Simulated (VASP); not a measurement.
# ZrCl4 in VASP: further runs, part 2 of 2

VASP 6.6.1. The steps go on from the part before.

**4. Single point, rev-vdW-DF2**

INCAR

```
PREC = Accurate
ENCUT = 400
EDIFF = 1E-6
ISMEAR = 0
SIGMA = 0.005
LREAL = F
LASPH = T
NELM = 100
ALGO = Fast
ISIF = 2
LWAVE = F
LCHARG = F
GGA = MK
LUSE_VDW = T
AGGAC = 0.0
PARAM1 = 0.1234
PARAM2 = 0.711357
ZAB_VDW = -1.8867
NBANDS = 28
ISYM = 0
```

KPOINTS

```
Automatic mesh
0
Gamma
  1 1 1
```

POSCAR

```
ZrCl4
1.0
   13.7674073818      0.0000000000      0.0000000000
    0.0000000000     14.2674073818      0.0000000000
    0.0000000000      0.0000000000     14.7674073818
Zr Cl
1 4
Direct
    0.5027000000      0.5045000000      0.5009000000
    0.3938000000      0.3967000000      0.4403000000
    0.5940000000      0.4329000000      0.6142000000
    0.6057000000      0.5575000000      0.3869000000
    0.4172000000      0.6309000000      0.5612000000
```

Potentials or basis: VASP PAW PBE potentials, release 64 (Zr_sv, Cl).

Started as:

```sh
cat potpaw_PBE.64/Zr_sv/POTCAR potpaw_PBE.64/Cl/POTCAR > POTCAR
mpirun -np 4 vasp_gam > vasp.out
```

OUTCAR:

```text
PREC = Accurate
   ENCUT = 400
   EDIFF = 1E-6
   ISMEAR = 0
   LREAL = F
   LASPH = T
   NELM = 100
   ISIF = 2
   GGA = MK
   ISYM = 0

 ion  position               nearest neighbor table
   1  0.503  0.505  0.501-   2 2.33   4 2.33   3 2.33   5 2.33
   2  0.394  0.397  0.440-   1 2.33
   3  0.594  0.433  0.614-   1 2.33
   4  0.606  0.557  0.387-   1 2.33
   5  0.417  0.631  0.561-   1 2.33

IMPORTANT INFORMATION: All symmetrisations will be switched off!
NOSYMM: (Re-)initialisation of all symmetry stuff for point group C_1.

----------------------------------------------------------------------------------------

                                     Primitive cell

  volume of cell :    2900.6911

  direct lattice vectors                    reciprocal lattice vectors
    13.767407382  0.000000000  0.000000000     0.072635317  0.000000000  0.000000000
     0.000000000 14.267407382  0.000000000     0.000000000  0.070089819  0.000000000
     0.000000000  0.000000000 14.767407382     0.000000000  0.000000000  0.067716694

  length of vectors
    13.767407382 14.267407382 14.767407382     0.072635317  0.070089819  0.067716694

  position of ions in fractional coordinates (direct lattice)
     0.502700000  0.504500000  0.500900000
     0.393800000  0.396700000  0.440300000
     0.594000000  0.432900000  0.614200000
     0.605700000  0.557500000  0.386900000
     0.417200000  0.630900000  0.561200000

  ion indices of the primitive-cell ions
   primitive index   ion index
                 1           1
                 2           2
                 3           3
                 4           4
                 5           5

----------------------------------------------------------------------------------------

 KPOINTS: Automatic mesh

Automatic generation of k-mesh.
 Grid dimensions read from file:
 generate k-points for:    1    1    1

 Generating k-lattice:

[... 61 lines left out ...]
   LORBIT       =      0    0 simple, 1 ext, 2 COOP (PROOUT), +10 PAW based schemes
   GGA     = MK    functional components
   LHFCALC =     F    Hartree Fock is set to
   AEXX    =    0.0000 exact exchange contribution
   IVDW_NL    =     1    kernel type
   BPARAM     = 6.3000
   IVDW    =     0    specifies the selected vdW correction
   LEPSILON=     F    determine dielectric tensor
   LRPA    =     F    only Hartree local field effects (RPA)
 non-spin polarized calculation
 RMM-DIIS sequential band-by-band and
 Gauss-broadening in eV      SIGMA  =   0.01
  energy-cutoff  :      400.00
  volume of cell :     2900.69
 maximum number of plane-waves:     26310
 NGX is ok and might be reduce to    90
   NGX = 45   NGY = 47   NGZ = 49

 number of electron      40.0000000 magnetization

 Free energy of the ion-electron system (eV)
  ---------------------------------------------------
  ext. energy  EPLUGINS =         0.00000000
  ---------------------------------------------------
  free energy    TOTEN  =       -15.68285702 eV

  energy without entropy =      -15.68285702  energy(sigma->0) =      -15.68285702

 E-fermi :  -7.9427     XC(G=0):  -0.9228

 val. band max:       -8.0238829654   @ k =   0.0000   0.0000   0.0000
 cond. band min:      -3.2613104025   @ k =   0.0000   0.0000   0.0000
 fundamental gap:      4.7625725629
 Fermi energy:        -7.9426975374

 k-point     1 :       0.0000    0.0000    0.0000
  band No.  band energies     occupation
      1     -55.2510      2.00000
      2     -33.3675      2.00000
      3     -33.3661      2.00000
      4     -33.3640      2.00000
      5     -20.4553      2.00000
      6     -20.2232      2.00000
[... 20 lines left out ...]
     27       0.1372      0.00000
     28       0.1559      0.00000

------------------------ aborting loop because EDIFF is reached ----------------------------------------

  FORCE on cell =-STRESS in cart. coord.  units (eV):
  Direction    XX          YY          ZZ          XY          YZ          ZX
  --------------------------------------------------------------------------------------
  -------------------------------------------------------------------------------------
  Total       -0.1542267     -0.1825143     -0.1568232      0.0582323     -0.0106348      0.0048353
  in kB       -0.0851861     -0.1008106     -0.0866203      0.0321642     -0.0058741      0.0026708
  external PRESSURE =      -0.0908723 kB  Pullay stress =       0.0000000 kB

 VOLUME and BASIS-vectors are now :
 -----------------------------------------------------------------------------
  energy-cutoff  :      400.00
  volume of cell :     2900.69
      direct lattice vectors                 reciprocal lattice vectors
    13.767407382  0.000000000  0.000000000     0.072635317  0.000000000  0.000000000
     0.000000000 14.267407382  0.000000000     0.000000000  0.070089819  0.000000000
     0.000000000  0.000000000 14.767407382     0.000000000  0.000000000  0.067716694

 POSITION                                       TOTAL-FORCE (eV/Angst)
 -----------------------------------------------------------------------------------
      6.92088      7.19791      7.39699        -0.007497      0.028378      0.014510
      5.42161      5.65988      6.50209        -0.008913     -0.009702     -0.000630
      8.17784      6.17636      9.07014        -0.007186      0.005903     -0.004782
      8.33892      7.95408      5.71351         0.004851      0.002931     -0.000039
      5.74376      9.00131      8.28747         0.018745     -0.027509     -0.009059
 -----------------------------------------------------------------------------------
    total drift:                               -0.000139     -0.001209     -0.000121

  FREE ENERGIE OF THE ION-ELECTRON SYSTEM (eV)
  ---------------------------------------------------
  free  energy   TOTEN  =       -15.6828570186 eV

  energy  without entropy=      -15.6828570186  energy(sigma->0) =      -15.68285702

Total vdW correction in eV:      8.0799081
```

OSZICAR:

```text
N       E                     dE             d eps       ncg     rms          rms(c)
[... 19 lines left out ...]
RMM:  20    -0.156828080572E+02   -0.16891E-04   -0.16640E-05    72   0.117E-02    0.260E-03
RMM:  21    -0.156828328784E+02   -0.24821E-04   -0.87032E-06    66   0.864E-03    0.103E-03
RMM:  22    -0.156828429042E+02   -0.10026E-04   -0.38310E-06    57   0.583E-03    0.174E-03
RMM:  23    -0.156828507044E+02   -0.78002E-05   -0.22120E-06    55   0.523E-03    0.136E-03
RMM:  24    -0.156828529547E+02   -0.22503E-05   -0.12043E-06    57   0.404E-03    0.119E-03
RMM:  25    -0.156828545337E+02   -0.15789E-05   -0.87937E-07    54   0.330E-03    0.889E-04
RMM:  26    -0.156828560986E+02   -0.15649E-05   -0.61389E-07    50   0.317E-03    0.455E-04
RMM:  27    -0.156828570186E+02   -0.91998E-06   -0.69730E-07    47   0.272E-03
   1 F= -.15682857E+02 E0= -.15682857E+02  d E =-.898426-117
```

Wall time 5.8 min (4 MPI ranks of AMD EPYC 9R14 (Zen 4), shared host); peak memory 1.4 GiB.

Results:

- Free energy: -15.6829 eV
- Largest force: 0.034 eV/Å
- Gap between the frontier levels: 4.76 eV

Forces on the atoms (eV/Å):
```
Zr  -0.007  0.028  0.015
Cl  -0.009 -0.010 -0.001
Cl  -0.007  0.006 -0.005
Cl   0.005  0.003  0.000
Cl   0.019 -0.028 -0.009
```

Caveat: the PAW data sets were made with another functional, which shifts forces and pressure a little.

**5. Summary**

```csv
level,gap on the mesh (eV),largest force (eV/Å)
PBE+D3(BJ),4.79,0.03
optB86b-vdW,4.77,0.06
rev-vdW-DF2,4.76,0.03
```

Alike in all rows: task single point; potentials or basis VASP PAW PBE potentials, release 64 (Zr_sv, Cl); no spin polarisation; cell as given; k mesh 1 × 1 × 1; cutoff (eV) 400; smearing gaussian 0.005 eV.

On the cell as given the gap runs from 4.76 eV (rev-vdW-DF2) to 4.79 eV (PBE+D3(BJ)).

Caveats: the PAW data sets were made with another functional, which shifts forces and pressure a little (some runs).

Absolute energies hang on the potentials; compare differences alone.
